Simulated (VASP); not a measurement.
# BeH8 (F-43m) in VASP: further runs

One crystal, BeH8, is run at these levels: PBE; tasks: single point, relaxation of cell and atoms.

Everything below comes from runs of VASP 6.6.1. Logs are shortened: lines on timing, memory, paths and dates and some standing lists are left out, and cuts for length are marked.

**1. The cell of the first run**

Symmetry: F-43m, No. 216, cubic system. Conventional cell: a = 5.602 Å, b = 5.602 Å, c = 5.602 Å, α = 90.00°, β = 90.00°, γ = 90.00°. Be (site symmetry -43m) is surrounded by 6 H at 1.45 Å. H (site symmetry 2mm) has 1 H at 1.36 Å and 1 Be at 1.45 Å as nearest neighbours. H (site symmetry -43m) is surrounded by 12 H at 1.98 Å. H (site symmetry -43m) has 6 H at 1.36 Å as nearest neighbours.

The cell was built by a generator and needn't be a form met in nature.

**2. Single point, PBE (random cell by space group and Wyckoff sites (F-43m, No. 216))**

File INCAR:

```
SYSTEM = BeH8
PREC = Accurate
ENCUT = 520
EDIFF = 1E-6
ISMEAR = 0
SIGMA = 0.01
LREAL = .FALSE.
LASPH = .TRUE.
NELM = 100
ALGO = Normal
ISIF = 2
LWAVE = .FALSE.
LCHARG = .FALSE.
GGA = PE
NBANDS = 15
```

File KPOINTS:

```
Automatic mesh
0
G
  12 12 12
  0 0 0
```

File POSCAR:

```
BeH8
1.0
    0.0000000000      2.8010503513      2.8010503513
    2.8010503513      0.0000000000      2.8010503513
    2.8010503513      2.8010503513      0.0000000000
Be H
1 8
Direct
    0.0000000000      0.0000000000      0.0000000000
    0.7419084229      0.2580915771      0.2580915771
    0.2580915771      0.7419084229      0.7419084229
    0.2580915771      0.2580915771      0.7419084229
    0.7419084229      0.7419084229      0.2580915771
    0.7419084229      0.2580915771      0.7419084229
    0.2580915771      0.7419084229      0.2580915771
    0.7500000000      0.7500000000      0.7500000000
    0.5000000000      0.5000000000      0.5000000000
```

Potentials or basis: VASP PAW PBE potentials, release 64 (Be, H).

The run is started by

```
$ cat potpaw_PBE.64/Be/POTCAR potpaw_PBE.64/H/POTCAR > POTCAR
$ mpirun -np 1 vasp_std > vasp.out
```

OUTCAR:

```text
SYSTEM = BeH8
   PREC = Accurate
   ENCUT = 520
   EDIFF = 1E-6
   ISMEAR = 0
   LREAL = .FALSE.
   LASPH = .TRUE.
   NELM = 100
   ISIF = 2
   GGA = PE

 ion  position               nearest neighbor table
   1  0.000  0.000  0.000-   2 1.45   3 1.45   4 1.45   5 1.45   6 1.45   7 1.45
   2  0.742  0.258  0.258-   1 1.45
   3  0.258  0.742  0.742-   1 1.45
   4  0.258  0.258  0.742-   1 1.45
   5  0.742  0.742  0.258-   1 1.45
   6  0.742  0.258  0.742-   1 1.45
   7  0.258  0.742  0.258-   1 1.45
   8  0.750  0.750  0.750-
   9  0.500  0.500  0.500-

  LATTYP: Found a face centered cubic cell.
 ALAT       =     5.6021007026

  Lattice vectors:

 A1 = (   0.0000000000,   2.8010503513,   2.8010503513)
 A2 = (   2.8010503513,   0.0000000000,   2.8010503513)
 A3 = (   2.8010503513,   2.8010503513,   0.0000000000)

Analysis of symmetry for initial positions (statically):
=====================================================================
 Subroutine PRICEL returns:
 Original cell was already a primitive cell.

 Routine SETGRP: Setting up the symmetry group for a
 face centered cubic supercell.

 Subroutine GETGRP returns: Found 24 space group operations
 (whereof 24 operations were pure point group operations)
 out of a pool of 48 trial point group operations.

The static configuration has the point symmetry T_d .

Analysis of symmetry for dynamics (positions and initial velocities):
=====================================================================
 Subroutine PRICEL returns:
 Original cell was already a primitive cell.

 Routine SETGRP: Setting up the symmetry group for a
 face centered cubic supercell.

 Subroutine GETGRP returns: Found 24 space group operations
 (whereof 24 operations were pure point group operations)
 out of a pool of 48 trial point group operations.

The dynamic configuration has the point symmetry T_d .

 Subroutine INISYM returns: Found 24 space group operations
 (whereof 24 operations are pure point group operations),
 and found     1 'primitive' translations

----------------------------------------------------------------------------------------

                                     Primitive cell

  volume of cell :      43.9534

  direct lattice vectors                    reciprocal lattice vectors
     0.000000000  2.801050351  2.801050351    -0.178504467  0.178504467  0.178504467
     2.801050351  0.000000000  2.801050351     0.178504467 -0.178504467  0.178504467
     2.801050351  2.801050351  0.000000000     0.178504467  0.178504467 -0.178504467

  length of vectors
     3.961283396  3.961283396  3.961283396     0.309178806  0.309178806  0.309178806

  position of ions in fractional coordinates (direct lattice)
     0.000000000  0.000000000  0.000000000
     0.741908423  0.258091577  0.258091577
     0.258091577  0.741908423  0.741908423
     0.258091577  0.258091577  0.741908423
     0.741908423  0.741908423  0.258091577
     0.741908423  0.258091577  0.741908423
     0.258091577  0.741908423  0.258091577
     0.750000000  0.750000000  0.750000000
     0.500000000  0.500000000  0.500000000

  ion indices of the primitive-cell ions
   primitive index   ion index
                 1           1
                 2           2
                 3           3
                 4           4
                 5           5
                 6           6
                 7           7
                 8           8
                 9           9

----------------------------------------------------------------------------------------

 KPOINTS: Automatic mesh

Automatic generation of k-mesh.
 Grid dimensions read from file:
 generate k-points for:   12   12   12

 Generating k-lattice:

  Cartesian coordinates                     Fractional coordinates (reciprocal lattice)
    -0.014875372  0.014875372  0.014875372     0.083333333  0.000000000  0.000000000
     0.014875372 -0.014875372  0.014875372     0.000000000  0.083333333  0.000000000
     0.014875372  0.014875372 -0.014875372     0.000000000  0.000000000  0.083333333

  Length of vectors
     0.025764901  0.025764901  0.025764901

  Shift w.r.t. Gamma in fractional coordinates (k-lattice)
     0.000000000  0.000000000  0.000000000

 Subroutine IBZKPT returns following result:
 ===========================================

 Found     72 irreducible k-points:

 Following reciprocal coordinates:
            Coordinates               Weight
  0.000000  0.000000  0.000000      1.000000
  0.083333  0.000000  0.000000      8.000000
  0.166667  0.000000  0.000000      8.000000
  0.250000  0.000000  0.000000      8.000000
  0.333333  0.000000  0.000000      8.000000
  0.416667  0.000000  0.000000      8.000000
[... 16 lines left out ...]
  0.500000  0.166667  0.000000     24.000000
 -0.416667  0.166667  0.000000     24.000000
 [... further k-points ...]
   k-points           NKPTS =     72   k-points in BZ     NKDIM =     72   number of bands    NBANDS=     15
[... 90 lines left out ...]
     15      13.4653      0.00000

 k-point     2 :       0.0833    0.0000    0.0000
  band No.  band energies     occupation
      1     -11.2691      2.00000
      2      -2.3472      2.00000
      3      -1.7995      2.00000
      4      -1.7995      2.00000
      5      -0.0224      2.00000
      6       2.7996      0.00000
      7       3.0815      0.00000
      8       3.0815      0.00000
      9       8.2895      0.00000
     10       8.2895      0.00000
     11       8.5487      0.00000
     12       9.5847      0.00000
     13      10.0509      0.00000
     14      10.0509      0.00000
     15      13.8322      0.00000

 k-point     3 :       0.1667    0.0000    0.0000
  band No.  band energies     occupation
      1     -11.0255      2.00000
      2      -3.4052      2.00000
      3      -1.7320      2.00000
      4      -1.7320      2.00000
      5       0.1038      2.00000
      6       2.4459      0.00000
      7       2.4459      0.00000
      8       2.9552      0.00000
      9       8.8276      0.00000
     10       8.8276      0.00000
     11       9.1268      0.00000
     12      10.0550      0.00000
     13      11.0607      0.00000
     14      11.0607      0.00000
     15      14.7761      0.00000

 k-point     4 :       0.2500    0.0000    0.0000
  band No.  band energies     occupation
      1     -10.6283      2.00000
      2      -4.5939      2.00000
      3      -1.6110      2.00000
      4      -1.6110      2.00000
      5      -0.0130      2.00000
      6       1.7050      0.00000
      7       1.7050      0.00000
      8       3.2964      0.00000
      9       9.0925      0.00000
     10       9.6347      0.00000
     11       9.6347      0.00000
     12      11.6339      0.00000
     13      12.4530      0.00000
     14      12.4530      0.00000
     15      16.0581      0.00000
[... 307 lines left out ...]
 k-point    22 :       0.4167    0.1667    0.0000
  band No.  band energies     occupation
      1      -9.6289      2.00000
      2      -5.8848      2.00000
      3      -2.4391      2.00000
      4      -2.3061      2.00000
      5      -1.3920      2.00000
      6       1.5324      0.00000
      7       2.2323      0.00000
      8       4.5691      0.00000
      9       8.9676      0.00000
     10      11.5674      0.00000
     11      12.3015      0.00000
     12      13.0349      0.00000
     13      13.5448      0.00000
     14      16.4049      0.00000
     15      16.5196      0.00000

 k-point    23 :       0.5000    0.1667    0.0000
  band No.  band energies     occupation
      1      -9.0836      2.00000
      2      -6.7285      2.00000
      3      -2.8560      2.00000
      4      -2.0725      2.00000
      5      -1.1804      2.00000
      6       1.5884      0.00000
      7       1.6963      0.00000
      8       4.7607      0.00000
      9       9.2432      0.00000
     10      11.9159      0.00000
     11      13.0421      0.00000
     12      13.8618      0.00000
     13      14.7113      0.00000
     14      15.8787      0.00000
     15      16.4164      0.00000

 k-point    24 :      -0.4167    0.1667    0.0000
  band No.  band energies     occupation
      1      -8.9684      2.00000
      2      -6.8939      2.00000
      3      -3.1675      2.00000
      4      -1.7198      2.00000
      5      -0.9266      2.00000
      6       1.0083      0.00000
      7       1.9311      0.00000
      8       4.7664      0.00000
      9       9.4218      0.00000
     10      12.0307      0.00000
     11      12.1646      0.00000
     12      14.3230      0.00000
     13      15.3600      0.00000
     14      15.7996      0.00000
     15      16.9001      0.00000

 [... further k-points ...]
[... 5 lines left out ...]
  --------------------------------------------------------------------------------------
  -------------------------------------------------------------------------------------
  Total       -0.0718725     -0.0718725     -0.0718725     -0.0000000     -0.0000000      0.0000000
  in kB       -2.6198745     -2.6198745     -2.6198745     -0.0000000     -0.0000000      0.0000000
  external PRESSURE =      -2.6198745 kB  Pullay stress =       0.0000000 kB

 VOLUME and BASIS-vectors are now :
 -----------------------------------------------------------------------------
  energy-cutoff  :      520.00
  volume of cell :       43.95
      direct lattice vectors                 reciprocal lattice vectors
     0.000000000  2.801050351  2.801050351    -0.178504467  0.178504467  0.178504467
     2.801050351  0.000000000  2.801050351     0.178504467 -0.178504467  0.178504467
     2.801050351  2.801050351  0.000000000     0.178504467  0.178504467 -0.178504467

 POSITION                                       TOTAL-FORCE (eV/Angst)
 -----------------------------------------------------------------------------------
      0.00000      0.00000      0.00000         0.000000      0.000000      0.000000
      1.44586      2.80105      2.80105        -0.003642      0.000000      0.000000
      4.15625      2.80105      2.80105         0.003642      0.000000      0.000000
      2.80105      2.80105      1.44586         0.000000      0.000000     -0.003642
      2.80105      2.80105      4.15625         0.000000      0.000000      0.003642
      2.80105      4.15625      2.80105         0.000000      0.003642      0.000000
      2.80105      1.44586      2.80105         0.000000     -0.003642      0.000000
      4.20158      4.20158      4.20158         0.000000      0.000000      0.000000
      2.80105      2.80105      2.80105         0.000000      0.000000      0.000000
 -----------------------------------------------------------------------------------
    total drift:                                0.000000      0.000000      0.000000

  FREE ENERGIE OF THE ION-ELECTRON SYSTEM (eV)
  ---------------------------------------------------
  free  energy   TOTEN  =       -22.3622132415 eV

  energy  without entropy=      -22.3622132415  energy(sigma->0) =      -22.36221324
```

Wall time 27 s (1 thread of AMD EPYC 9R45 (Zen 5), shared host); peak memory 0.15 GiB.

Results:

| Quantity | Value |
| --- | --- |
| Free energy | -22.3622 eV |
| Pressure | -0.3 GPa |
| Largest force | 0.004 eV/Å |
| Band gap on the k mesh | 0.16 eV, indirect (least direct gap 0.65 eV) |

Forces in eV/Å, atoms in the order of the input:
```
Be   0.000  0.000  0.000
H   -0.004  0.000  0.000
H    0.004  0.000  0.000
H    0.000  0.000 -0.004
H    0.000  0.000  0.004
H    0.000  0.004  0.000
H    0.000 -0.004  0.000
H    0.000  0.000  0.000
H    0.000  0.000  0.000
```

Levels at points of the mesh, in eV from the valence-band top:
```
           k point  band 3  band 4  band 5  band 6  band 7  band 8
(0.00, 0.00, 0.00)   -1.92   -1.92   -0.33    2.69    3.25    3.25
(0.50, 0.00, 0.00)   -1.23   -1.23   -0.50    0.16    0.16    3.83
(0.50, 0.50, 0.00)   -4.08   -3.38   -3.38    0.61    4.18    8.50
```

**3. Relaxation of cell and atoms, PBE (random cell by space group and Wyckoff sites (F-43m, No. 216))**

File INCAR:

```
PREC = Accurate
ENCUT = 600
EDIFF = 1E-6
ISMEAR = 0
SIGMA = 0.01
LREAL = F
LASPH = T
NELM = 100
ALGO = Fast
ISIF = 3
LWAVE = F
LCHARG = F
GGA = PE
IBRION = 2
NSW = 100
EDIFFG = -0.01
```

File KPOINTS:

```
Automatic mesh
0
Gamma
  12 12 12
```

File POSCAR:

```
BeH8
1.0
    0.0000000000      2.8078715571      2.8078715571
    2.8078715571      0.0000000000      2.8078715571
    2.8078715571      2.8078715571      0.0000000000
Be H
1 8
Direct
    0.0000000000      0.0000000000      0.0000000000
    0.7425631413      0.2574368587      0.2574368587
    0.2574368587      0.7425631413      0.7425631413
    0.2574368587      0.2574368587      0.7425631413
    0.7425631413      0.7425631413      0.2574368587
    0.7425631413      0.2574368587      0.7425631413
    0.2574368587      0.7425631413      0.2574368587
    0.7500000000      0.7500000000      0.7500000000
    0.5000000000      0.5000000000      0.5000000000
```

Potentials or basis: VASP PAW PBE potentials, release 64 (Be, H).

The run is started by

```
$ cat potpaw_PBE.64/Be/POTCAR potpaw_PBE.64/H/POTCAR > POTCAR
$ mpirun -np 1 vasp_std > vasp.out
```

Wall time 39 s (1 thread of AMD EPYC 9R45 (Zen 5), shared host); peak memory 0.17 GiB.

Results (log left out):

```
Free energy                            : -22.3643 eV
Relaxed volume                         : 4.88 Å³/atom
Relaxed cell                           : a = 3.961 Å, b = 3.961 Å, c = 3.961 Å, α = 60.00°, β = 60.00°, γ = 60.00°
Space group after relaxing (to 0.05 Å) : F-43m (No. 216)
Energy gained by relaxing              : 0.1 meV/atom
Ionic steps                            : 3
Pressure after relaxing                : -0.1 GPa
Band gap on the k mesh                 : 0.15 eV, indirect (least direct gap 0.65 eV)
```

Forces on the atoms (eV/Å):
```
Be   0.000  0.000  0.000
H   -0.002  0.000  0.000
H    0.002  0.000  0.000
H    0.000  0.000 -0.002
H    0.000  0.000  0.002
H    0.000  0.002  0.000
H    0.000 -0.002  0.000
H    0.000  0.000  0.000
H    0.000  0.000  0.000
```

The path:
```tsv
step	energy change (eV)	largest force (eV/Å)	pressure (GPa)	volume (Å³)
1	0.0000	0.0198	-0.43	44.28
2	-0.0003	0.0145	-0.33	44.19
3	-0.0007	0.0023	-0.05	43.94
```

Final structure:
```xyz
9
Lattice="0.0000 2.8008 2.8008 2.8008 0.0000 2.8008 2.8008 2.8008 0.0000" Properties=species:S:1:pos:R:3 pbc="T T T"
Be    0.0000    0.0000    0.0000
H     1.4459    2.8008    2.8008
H     4.1557    2.8008    2.8008
H     2.8008    2.8008    1.4459
H     2.8008    2.8008    4.1557
H     2.8008    4.1557    2.8008
H     2.8008    1.4459    2.8008
H     4.2012    4.2012    4.2012
H     2.8008    2.8008    2.8008
```

Levels at points of the mesh, in eV from the valence-band top:
| k point | band 2 | band 3 | band 4 | band 5 | band 6 | band 7 | band 8 | band 9 |
| --- | --- | --- | --- | --- | --- | --- | --- | --- |
| (0.00, 0.00, 0.00) | -1.92 | -1.92 | -1.92 | -0.33 | 2.70 | 3.25 | 3.25 | 7.98 |
| (0.50, 0.00, 0.00) | -7.31 | -1.23 | -1.23 | -0.50 | 0.15 | 0.15 | 3.83 | 9.49 |
| (0.50, 0.50, 0.00) | -6.13 | -4.08 | -3.38 | -3.38 | 0.61 | 4.19 | 8.50 | 9.57 |

A k mesh can miss the band edges.

**4. Single point, PBE (random cell by space group and Wyckoff sites (F-43m, No. 216))**

File INCAR:

```
SYSTEM = BeH8
ALGO = Normal
EDIFF = 1E-7
ENCUT = 520
GGA = PE
ISIF = 2
ISMEAR = 0
LASPH = .True.
LCHARG = .False.
LREAL = .False.
LWAVE = .False.
NBANDS = 15
NELM = 100
PREC = Accurate
SIGMA = 0.1
```

File KPOINTS:

```
k-points
0
Gamma
  6 6 6
  0 0 0
```

File POSCAR:

```
BeH8
1.0
    0.0000000000      3.1979440000      3.1979440000
    3.1979440000      0.0000000000      3.1979440000
    3.1979440000      3.1979440000      0.0000000000
Be H
1 8
Direct
    0.0000000000      0.0000000000      0.0000000000
    0.7968969200      0.2031030800      0.2031030800
    0.2031030800      0.7968969200      0.7968969200
    0.2031030800      0.7968969200      0.2031030800
    0.7968969200      0.2031030800      0.7968969200
    0.2031030800      0.2031030800      0.7968969200
    0.7968969200      0.7968969200      0.2031030800
    0.2500000000      0.2500000000      0.2500000000
    0.5000000000      0.5000000000      0.5000000000
```

The run is started by

```
$ cat potpaw_PBE.64/Be/POTCAR potpaw_PBE.64/H/POTCAR > POTCAR
$ mpirun -np 1 vasp_std > vasp.out
```

It took 14 s on 1 thread of AMD EPYC 9R45 (Zen 5), shared host; peak memory 0.16 GiB.

Results (log left out):

- Free energy: -20.2589 eV
- Pressure: 1.0 GPa
- Largest force: 1.791 eV/Å
- Band gap on the k mesh: none (metal or under the smearing width)

Forces on the atoms (eV/Å):
```
Be   0.000  0.000  0.000
H    1.791  0.000  0.000
H   -1.791  0.000  0.000
H    0.000  1.791  0.000
H    0.000 -1.791  0.000
H    0.000  0.000  1.791
H    0.000  0.000 -1.791
H    0.000  0.000  0.000
H    0.000  0.000  0.000
```

Levels at points of the mesh, in eV from the Fermi level:
```tsv
k point	band 3	band 4	band 5	band 6	band 7	band 8
(0.00, 0.00, 0.00)	-2.89	-2.89	-0.22	0.46	2.38	2.38
(0.50, 0.00, 0.00)	-2.87	-2.87	-0.48	1.23	1.36	1.36
(0.50, 0.50, 0.00)	-3.47	-3.47	-2.87	-0.07	2.88	4.95
```

Caveat: forces of over 1 eV/Å show positions far from the minimum, so gaps and moduli don't describe the material at rest.

**5. Summary**

| task | cell | k mesh | cutoff (eV) | smearing | gap on the mesh (eV) | pressure (GPa) |
| --- | --- | --- | --- | --- | --- | --- |
| single point | random cell by space group and Wyckoff sites (F-43m, No. 216) | 12 × 12 × 12 | 520 | gaussian 0.01 eV | 0.16 | -0.3 |
| relaxation of cell and atoms | relaxed from: random cell by space group and Wyckoff sites (F-43m, No. 216) | 12 × 12 × 12 | 600 | gaussian 0.01 eV | 0.15 | -0.1 |
| single point | random cell by space group and Wyckoff sites (F-43m, No. 216) | 6 × 6 × 6 | 520 | gaussian 0.1 eV | none | 1.0 |

Alike in all rows: level PBE; potentials or basis VASP PAW PBE potentials, release 64 (Be, H); no spin polarisation.

Caveats: forces of over 1 eV/Å show positions far from the minimum, so gaps and moduli don't describe the material at rest (some runs).

Total energies depend on the potentials used, so only differences within one code and one set of settings carry meaning.
